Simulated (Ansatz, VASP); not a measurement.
# Cross-check of Fe between VASP and Ansatz

Aim: how closely do two programs agree when they are given the same cell, functional and k mesh? The cell is taken from a series of VASP runs on this material, whose earlier steps may have relaxed, scaled or displaced it; both programs get it as it stands.

Main program and level: Ansatz 0.2.0; plane waves, with VASP 6.6.1 beside it; relaxation of cell and atoms at LDA.

## 1. The starting structure

The structure is cubic, space group Im-3m (No. 229). The conventional cell has a = 2.741 Å, b = 2.741 Å, c = 2.741 Å, α = 90.00°, β = 90.00°, γ = 90.00°. Nearest to Fe lie 8 Fe at 2.37 Å.

## 2. VASP: relaxation of cell and atoms, LDA

The relaxed volume is the usual yardstick between codes: its relative difference is about their pressure difference at one cell divided by the bulk modulus.

Lines of VASP's logs that name or quote its potential files are left out, and so is its time.

INCAR

```
SYSTEM = Fe
PREC = Accurate
ENCUT = 400
EDIFF = 1E-06
NELM = 100
ISMEAR = 1
SIGMA = 0.2
LREAL = .FALSE.
ALGO = Normal
GGA = CA
NBANDS = 12
ISPIN = 2
MAGMOM = 2.23
LASPH = .TRUE.
LMAXMIX = 4
LORBIT = 11
LWAVE = .FALSE.
LCHARG = .FALSE.
KPAR = 4
IBRION = 2
NSW = 60
ISIF = 3
EDIFFG = -0.01
```

POSCAR

```
Fe
1.0
   -1.3706311385      1.3706311385      1.3706311385
    1.3706311385     -1.3706311385      1.3706311385
    1.3706311385      1.3706311385     -1.3706311385
Fe
1
Direct
    0.0000000000      0.0000000000      0.0000000000
```

KPOINTS

```
Automatic mesh
0
Gamma
11 11 11
0 0 0
```

PAW data sets: Fe (LDA family, release 64).

Launch:

```bash
> mpirun -np 4 vasp_std
```

Numbers of over 12 decimals in the logs are rounded to 6 here.

The log of the run:

```text
[banner, memory and clock lines left out]
running    4 mpi-ranks, on    1 nodes
 distrk:  each k-point on    1 cores,    4 groups
 distr:  one band on    1 cores,    1 groups

 POSCAR found type information on POSCAR Fe
 POSCAR found :  1 types and       1 ions
 LDA part: xc-table for (Slater(with rela. corr.)+CA(PZ))
 , standard interpolation
 POSCAR, INCAR and KPOINTS ok, starting setup
 FFT: planning ... GRIDC
 FFT: planning ... GRID_SOFT
 FFT: planning ... GRID
 WAVECAR not read
 entering main loop
       N       E                     dE             d eps       ncg     rms          rms(c)
DAV:   1     0.159015240766E+02    0.15902E+02   -0.33311E+03  2964   0.707E+02
DAV:   2    -0.982426338273E+01   -0.25726E+02   -0.24022E+02  2824   0.123E+02
DAV:   3    -0.103985774077E+02   -0.57431E+00   -0.57218E+00  3088   0.214E+01
DAV:   4    -0.104006472078E+02   -0.20698E-02   -0.20696E-02  3092   0.113E+00
DAV:   5    -0.104006610810E+02   -0.13873E-04   -0.13873E-04  3112   0.934E-02    0.129E+01
DAV:   6    -0.929652601212E+01    0.11041E+01   -0.94717E+00  3072   0.443E+01    0.449E+00
DAV:   7    -0.923771672527E+01    0.58809E-01   -0.45892E-01  3120   0.973E+00    0.292E+00
DAV:   8    -0.922626682937E+01    0.11450E-01   -0.40933E-03  3304   0.471E-01    0.130E+00
DAV:   9    -0.921700203367E+01    0.92648E-02   -0.50566E-03  3684   0.430E-01    0.288E-01
DAV:  10    -0.921678979012E+01    0.21224E-03   -0.31626E-04  3160   0.260E-01    0.831E-02
DAV:  11    -0.921679600239E+01   -0.62123E-05   -0.64298E-05  3144   0.938E-02    0.259E-02
DAV:  12    -0.921680019648E+01   -0.41941E-05   -0.21656E-06  1908   0.191E-02    0.104E-02
DAV:  13    -0.921680149629E+01   -0.12998E-05   -0.93292E-07  2224   0.115E-02    0.292E-03
DAV:  14    -0.921680151047E+01   -0.14176E-07   -0.64426E-08  1472   0.217E-03
   1 F= -.92168015E+01 E0= -.92163887E+01  d E =-.921680E+01  mag=     1.8599
 curvature:   0.00 expect dE= 0.000E+00 dE for cont linesearch  0.000E+00
 trial: gam= 0.00000 g(F)=  0.174E-63 g(S)=  0.635E-04 ort = 0.000E+00 (trialstep = 0.100E+01)
 search vector abs. value=  0.635E-04
 bond charge predicted
       N       E                     dE             d eps       ncg     rms          rms(c)
DAV:   1    -0.921749634473E+01   -0.69485E-03   -0.12839E-02  2992   0.183E+00    0.253E-01
DAV:   2    -0.921686840833E+01    0.62794E-03   -0.58294E-03  3028   0.100E+00    0.196E-01
DAV:   3    -0.921680153912E+01    0.66869E-04   -0.34704E-04  3112   0.262E-01    0.813E-02
DAV:   4    -0.921679407814E+01    0.74610E-05   -0.25671E-06  3104   0.222E-02    0.180E-02
DAV:   5    -0.921678776346E+01    0.63147E-05   -0.71751E-06  3044   0.202E-02    0.258E-03
DAV:   6    -0.921678780440E+01   -0.40935E-07   -0.51231E-08  1412   0.228E-03
   2 F= -.92167878E+01 E0= -.92164348E+01  d E =0.137061E-04  mag=     1.8546
 trial-energy change:    0.000014  1 .order    0.000011   -0.000064    0.000086
 step:   0.4241(harm=  0.4241)  dis= 0.00000  next Energy=    -9.216815 (dE=-0.135E-04)
 bond charge predicted
       N       E                     dE             d eps       ncg     rms          rms(c)
DAV:   1    -0.921705118933E+01   -0.26343E-03   -0.42594E-03  2984   0.105E+00    0.146E-01
DAV:   2    -0.921684207087E+01    0.20912E-03   -0.19614E-03  3036   0.580E-01    0.114E-01
DAV:   3    -0.921681923343E+01    0.22837E-04   -0.11788E-04  3112   0.153E-01    0.469E-02
DAV:   4    -0.921681677454E+01    0.24589E-05   -0.84556E-07  2464   0.130E-02    0.106E-02
DAV:   5    -0.921681445172E+01    0.23228E-05   -0.24222E-06  2856   0.115E-02    0.152E-03
DAV:   6    -0.921681449743E+01   -0.45713E-07   -0.16520E-08  1356   0.132E-03
   3 F= -.92168145E+01 E0= -.92164279E+01  d E =-.129870E-04  mag=     1.8576
 curvature:  -0.21 expect dE=-0.718E-07 dE for cont linesearch -0.718E-07
 trial: gam= 0.00000 g(F)=  0.337E-63 g(S)=  0.338E-06 ort =-0.464E-05 (trialstep = 0.885E+00)
 search vector abs. value=  0.339E-06
 reached required accuracy - stopping structural energy minimisation
```

OUTCAR, selected parts (step 2):

```text
ion  position               nearest neighbor table
   1  0.000  0.000  0.000-

  LATTYP: Found a body centered cubic cell.
 ALAT       =     2.7412622770

 Subroutine GETGRP returns: Found 48 space group operations
 (whereof 48 operations were pure point group operations)

The static configuration has the point symmetry O_h .

 Found     56 irreducible k-points:

   k-points           NKPTS =     56   k-points in BZ     NKDIM =     56   number of bands    NBANDS=     12

   dimension x,y,z NGX =    16 NGY =   16 NGZ =   16
   dimension x,y,z NGXF=    32 NGYF=   32 NGZF=   32

   ENCUT  =  400.0 eV  29.40 Ry    5.42 a.u.   3.87  3.87  3.87*2*pi/ulx,y,z

   NELECT =       8.0000    total number of electrons

 k-points in reciprocal lattice and weights: Automatic mesh
   0.00000000  0.00000000  0.00000000       0.001
   0.09090909  0.00000000  0.00000000       0.009
   0.18181818  0.00000000  0.00000000       0.009
   0.27272727  0.00000000  0.00000000       0.009
   0.36363636  0.00000000  0.00000000       0.009
   0.45454545  0.00000000  0.00000000       0.009
   0.09090909  0.09090909  0.00000000       0.018
   0.18181818  0.09090909  0.00000000       0.036
   0.27272727  0.09090909  0.00000000       0.036
[...]
-0.45454545 -0.45454545  0.36363636       0.006
  -0.45454545  0.45454545  0.45454545       0.005

 average (electrostatic) potential at core
       1 -42.9716

 E-fermi :   6.8457

 spin component 1
 k-point     1 :       0.0000    0.0000    0.0000
  band No.  band energies     occupation
    ...
      2       4.3483      1.00000
      3       4.3483      1.00000
      4       4.3483      1.00000
      5       5.9105      1.00000
      6       5.9105      1.00000
      7      32.6333      0.00000
      8      32.6333      0.00000
      9      32.6333      0.00000
     10      38.4572      0.00000
     11      38.4572      0.00000
    ...

 k-point     2 :       0.0909    0.0000    0.0000
  band No.  band energies     occupation
    ...
      2       4.2374      1.00000
      3       4.3337      1.00000
      4       4.5624      1.00000
      5       5.8039      1.00000
      6       5.9194      1.00000
      7      30.7295      0.00000
      8      32.1519      0.00000
      9      32.5022      0.00000
     10      37.6308      0.00000
     11      38.2165      0.00000
    ...

 k-point     3 :       0.1818    0.0000    0.0000
  band No.  band energies     occupation
    ...
      2       3.9486      1.00000
      3       4.2347      1.00000
      4       5.1627      1.00000
      5       5.6623      1.00000
      6       5.9522      1.00000
      7      26.8992      0.00000
      8      30.4991      0.00000
      9      32.2298      0.00000
     10      34.9860      0.00000
     11      36.8536      0.00000
    ...

 k-point     4 :       0.2727    0.0000    0.0000
  band No.  band energies     occupation
    ...
      2       3.5858      1.00000
      3       4.2282      1.00000
      4       5.7187      1.00000
      5       6.0131      1.00000
      6       6.0150      1.00000
      7      22.6134      0.00000
      8      28.4779      0.00000
      9      31.9786      0.00000
     10      32.1195      0.00000
     11      36.0943      0.00000
    ...

 k-point     5 :       0.3636    0.0000    0.0000
  band No.  band energies     occupation
      1       1.2200      1.00000
      2       3.2669      1.00000
      3       5.1404      1.00000
      4       5.9220      1.00000
      5       6.0882      1.00000
      6       6.8837      0.34236
      7      18.5689      0.00000
      8      26.8701      0.00000
      9      29.8910      0.00000
     10      31.8091      0.00000
    ...

 k-point     6 :       0.4545    0.0000    0.0000
  band No.  band energies     occupation
      1       1.3230      1.00000
      2       3.0830      1.00000
      3       5.9250      1.00000
      4       6.1419      1.00000
      5       6.8886      0.32278
      6       7.4503     -0.00008
      7      15.6107      0.00000
      8      25.9992      0.00000
      9      28.6397      0.00000
    ...

  Total        0.0015293      0.0015293      0.0015293      0.0000000     -0.0000000      0.0000000
  in kB        0.2381942      0.2381942      0.2381942      0.0000000     -0.0000000      0.0000000
  external PRESSURE =       0.2381942 kB  Pullay stress =       0.0000000 kB

  energy-cutoff  :      400.00
  volume of cell :       10.29
      direct lattice vectors                 reciprocal lattice vectors
    -1.370043533  1.370043533  1.370043533     0.000000000  0.364951907  0.364951907
     1.370043533 -1.370043533  1.370043533     0.364951907  0.000000000  0.364951907
     1.370043533  1.370043533 -1.370043533     0.364951907  0.364951907  0.000000000

 POSITION                                       TOTAL-FORCE (eV/Angst)
 -----------------------------------------------------------------------------------
      0.00000      0.00000      0.00000         0.000000      0.000000      0.000000
 -----------------------------------------------------------------------------------
    total drift:                                0.000000      0.000000     -0.000000

  FREE ENERGIE OF THE ION-ELECTRON SYSTEM (eV)
  ---------------------------------------------------
  free  energy   TOTEN  =        -9.2168144974 eV

  energy  without entropy=       -9.2156547381  energy(sigma->0) =       -9.21642791

 reached required accuracy - stopping structural energy minimisation

 total charge
# of ion       s       p       d       tot
------------------------------------------
    1        0.530   0.628   6.344   7.502

 magnetization (x)
# of ion       s       p       d       tot
------------------------------------------
    1       -0.010  -0.036   1.871   1.826

[... 6 further parts left out ...]
```

CONTCAR:

```
Fe
   1.00000000000000
    -1.3700435330287810    1.3700435330287810    1.3700435330287810
     1.3700435330287810   -1.3700435330287810    1.3700435330287810
     1.3700435330287810    1.3700435330287810   -1.3700435330287810
  Fe
     1
Direct
     0.0000000000000000    0.0000000000000000    0.0000000000000000
```

The cell holds one magnetic atom, so no antiferromagnetic order fits into it. The k-mesh is coarse for a metal.

[end of part 1 of 2]

[Lines on the potential files, build, host, timing and source positions are cut from VASP's logs without a mark.]

[Logs are printed without paths, hosts, clocks, repeated set-up lines and the standing remarks that a program may print on its own settings, such as how far it seeks lower states.]

[Hosts, paths, dates, database ids (printed as entryN), source tags and the programs' standing remarks are cut or masked in the printed files.]
